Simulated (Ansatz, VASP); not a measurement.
# AuCF in VASP and in Ansatz

```
CELL_PARAMETERS angstrom
3.65026 0.00000 0.00000
0.00000 3.65026 0.00000
0.00000 0.00000 5.66352
ATOMIC_POSITIONS crystal
C 0.00000 0.00000 0.00000
C 0.50000 0.50000 0.00000
Au 0.50000 0.00000 0.20851
Au 0.00000 0.50000 0.79149
F 0.50000 0.00000 0.60128
F 0.00000 0.50000 0.39872
```

Change from the starting cell: species swapped into the SmTiGe type (P4/nmm, No. 129).

Alike in both runs: functional PBE; k mesh 10 × 10 × 8; occupations gaussian, width 0.1 eV; no spin polarisation.

Ansatz relaxed the structure, and its values are those at the end. VASP's run is a single point on that final structure, the one shown.

```csv
,VASP,Ansatz
version,VASP 6.6.1,Ansatz 0.2.0
potentials or method,"VASP PAW PBE potentials, release 64 (C, Au, F)","scalar-relativistic, plane waves, PAW"
plane-wave cutoff (eV),520,420
valence electrons in the cell,44,60
```

```csv
,VASP,Ansatz,Ansatz less VASP
gap on the k mesh at the Fermi level (eV),none,none,-
pressure (GPa),-0.2,0.0,+0.17
rms of the force components (eV/Å),0.012,0.000,-0.0116
```

A gap of «none» marks a metal or a gap that the smearing closes. The two sets of potentials don't hold the same shells in valence.

The runs have no spin-orbit coupling, so splittings on Au are missing.
